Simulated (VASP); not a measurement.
Output of a VASP run:

### OSZICAR
```
       N       E                     dE             d eps       ncg     rms          rms(c)
DAV:   1     0.778013677975E+02    0.77801E+02   -0.10155E+04  1104   0.115E+03
DAV:   2    -0.627520862698E+01   -0.84077E+02   -0.83425E+02  1397   0.259E+02
DAV:   3    -0.131399497466E+02   -0.68647E+01   -0.68291E+01  2012   0.445E+01
DAV:   4    -0.132596086657E+02   -0.11966E+00   -0.11964E+00  1222   0.682E+00
DAV:   5    -0.132627764933E+02   -0.31678E-02   -0.31678E-02  1528   0.851E-01    0.329E+01
DAV:   6    -0.129292131594E+02    0.33356E+00   -0.44278E-01  1094   0.478E+00    0.203E+01
DAV:   7    -0.128723510391E+02    0.56862E-01   -0.85341E-01  1368   0.612E+00    0.177E+00
DAV:   8    -0.128628372119E+02    0.95138E-02   -0.17582E-01  1311   0.270E+00    0.126E+00
DAV:   9    -0.128617615901E+02    0.10756E-02   -0.34501E-03  1613   0.418E-01    0.309E-01
DAV:  10    -0.128618599851E+02   -0.98395E-04   -0.18662E-03  1129   0.448E-01    0.360E-01
DAV:  11    -0.128617970805E+02    0.62905E-04   -0.14597E-04  1320   0.119E-01    0.289E-02
DAV:  12    -0.128617938481E+02    0.32324E-05   -0.23461E-05  1297   0.484E-02    0.253E-02
DAV:  13    -0.128617950835E+02   -0.12354E-05   -0.61788E-06  1213   0.262E-02    0.174E-03
DAV:  14    -0.128617951909E+02   -0.10741E-06   -0.13620E-07   743   0.253E-03
   1 F= -.12861795E+02 E0= -.12861621E+02  d E =-.522508E-03
```

OUTCAR:
```
------------------------ aborting loop because EDIFF is reached ----------------------------------------
  FORCE on cell =-STRESS in cart. coord.  units (eV):
  Direction    XX          YY          ZZ          XY          YZ          ZX
  --------------------------------------------------------------------------------------
  Total       -0.0710212     -0.0710212     -0.3182786      0.0000000     -0.0000000      0.0000000
  in kB       -1.7211839     -1.7211842     -7.7134196      0.0000000     -0.0000000      0.0000000
  external PRESSURE =      -3.7185959 kB  Pullay stress =       0.0000000 kB
  volume of cell :       66.11
      direct lattice vectors                 reciprocal lattice vectors
     1.825000000 -3.160993000  0.000000000     0.273972603 -0.158178142  0.000000000
     1.825000000  3.160993000  0.000000000     0.273972603  0.158178142  0.000000000
     0.000000000  0.000000000  5.730000000     0.000000000  0.000000000  0.174520070
 POSITION                                       TOTAL-FORCE (eV/Angst)
 -----------------------------------------------------------------------------------
      1.82500      1.05367      1.43250         0.000000     -0.000000      0.000000
      1.82500     -1.05367      4.29750        -0.000000      0.000000      0.000000
 -----------------------------------------------------------------------------------
    total drift:                                0.000000      0.000520     -0.000011
  FREE ENERGIE OF THE ION-ELECTRON SYSTEM (eV)
  ---------------------------------------------------
  free  energy   TOTEN  =       -12.8617951909 eV

  energy  without entropy=      -12.8612726831  energy(sigma->0) =      -12.86162102
```
(Selected blocks of OUTCAR.)

File POSCAR:
```
Y
1
    1.8250000000    -3.1609930000     0.0000000000
    1.8250000000     3.1609930000     0.0000000000
    0.0000000000     0.0000000000     5.7300000000
Y
2
Direct
  0.3333330000   0.6666670000   0.2500000000
  0.6666670000   0.3333330000   0.7500000000
```

**Question.** Write an INCAR and KPOINTS that could have produced this output.

**Answer.** This is not unique; one that fits is the input of the run itself, PBE GGA, plane waves, VASP's PBE PAW potentials (set 64).

KPOINTS:
```
Automatic mesh
0
gamma
9 9 5
```

### INCAR
```
ALGO  =  Normal   # blocked Davidson
LCHARG  =  .FALSE.
ISMEAR  =  1   # Methfessel-Paxton
PREC  =  Accurate
SYSTEM  =  Y
LASPH  =  .TRUE.
EDIFF  =  1E-6   # SCF stop (eV)
GGA  =  PE
LWAVE  =  .FALSE.
ENCUT  =  400
LREAL  =  .FALSE.   # projection in real space or not
SIGMA  =  0.1   # width (eV)
LMAXMIX  =  4
ISIF  =  2
NELM  =  100
```

POTCAR, in this order: Y_sv (PBE.64 set). Program: vasp_std.

The compound is Y in the hcp structure. The cell was not relaxed at this level.
